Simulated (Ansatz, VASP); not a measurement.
# One calculation of Cs3SCl, two programs

INCAR

```
PREC = Accurate
ENCUT = 520
EDIFF = 1E-6
ISMEAR = 0
SIGMA = 0.02
LREAL = False
LASPH = True
NELM = 100
ALGO = Normal
ISIF = 2
LWAVE = False
LCHARG = False
GGA = PE
NBANDS = 28
```

Contents of KPOINTS:

```
regular mesh
0
Gamma
  4 4 4
```

POSCAR

```
Cs3SCl
1.0
    6.2845000000      0.0000000000      0.0000000000
    0.0000000000      6.2845000000      0.0000000000
    0.0000000000      0.0000000000      6.2845000000
S Cl Cs
1 1 3
Direct
    0.0000000000      0.0000000000      0.0000000000
    0.5000000000      0.5000000000      0.5000000000
    0.5000000000      0.5000000000      0.0000000000
    0.5000000000      0.0000000000      0.5000000000
    0.0000000000      0.5000000000      0.5000000000
```

Input for Ansatz:

```yaml
crystal:
  lattice:
    - [6.2845, 0.0, 0.0]
    - [0.0, 6.2845, 0.0]
    - [0.0, 0.0, 6.2845]
  atoms:
    - { symbol: S, position: [0.0, 0.0, 0.0] }
    - { symbol: Cl, position: [0.5, 0.5, 0.5] }
    - { symbol: Cs, position: [0.5, 0.5, 0.0] }
    - { symbol: Cs, position: [0.5, 0.0, 0.5] }
    - { symbol: Cs, position: [0.0, 0.5, 0.5] }
basis:
  ecutwfc: 420
kpoints:
  mp_grid: { grid: [4, 4, 4] }
hamiltonian:
  xc: pbe
scf:
  occupations: { method: gaussian, width: 0.02 }
output:
  forces: true
  stress: true
  eigenvalues: true
```

Alike in both runs: task single point; functional PBE; k mesh 4 × 4 × 4; occupations gaussian, width 0.02 eV; no spin polarisation.

|  | VASP | Ansatz |
| --- | --- | --- |
| version | VASP 6.6.1 | Ansatz 0.2.0 |
| potentials or method | VASP PAW PBE potentials, release 64 (S, Cl, Cs_sv) | scalar-relativistic, plane waves, PAW |
| plane-wave cutoff (eV) | 520 | 420 |
| valence electrons in the cell | 40 | 40 |

|  | VASP | Ansatz | Ansatz less VASP |
| --- | --- | --- | --- |
| gap on the k mesh at the Fermi level (eV) | 1.17 | 1.18 | +0.005 |
| least direct gap on the mesh (eV) | 1.17 | 1.18 | +0.005 |
| pressure (GPa) | 0.7 | 0.6 | -0.03 |

Caveats: spin-orbit coupling is left out, which moves the levels of the heavy elements. Expect the measured gap to be larger: semilocal functionals such as PBE lack the derivative discontinuity.
